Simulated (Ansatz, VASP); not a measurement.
# Two plane-wave programs on GaMo

```
Ga Mo
1.0
     3.12064    0.00000    0.00000
     0.00000    3.12064    0.00000
     0.00000    0.00000    3.12064
Ga Mo
1 1
Direct
  0.00000 0.00000 0.00000
  0.50000 0.50000 0.50000
```

Alike in both runs: functional PBE; k mesh 18 × 18 × 18; occupations gaussian, width 0.1 eV; no spin polarisation.

Ansatz relaxed the structure, and its values are those at the end. VASP's run is a single point on that final structure, the one shown.

```csv
,VASP,Ansatz
version,VASP 6.6.1,Ansatz 0.2.0
potentials or method,"VASP PAW PBE potentials, release 64 (Ga_d, Mo_sv)","scalar-relativistic, plane waves, PAW"
plane-wave cutoff (eV),520,420
valence electrons in the cell,27,27
```

```csv
,VASP,Ansatz,Ansatz less VASP
gap on the k mesh at the Fermi level (eV),none,none,-
pressure (GPa),0.5,0.0,-0.50
```

A gap of «none» marks a metal or a gap that the smearing closes.
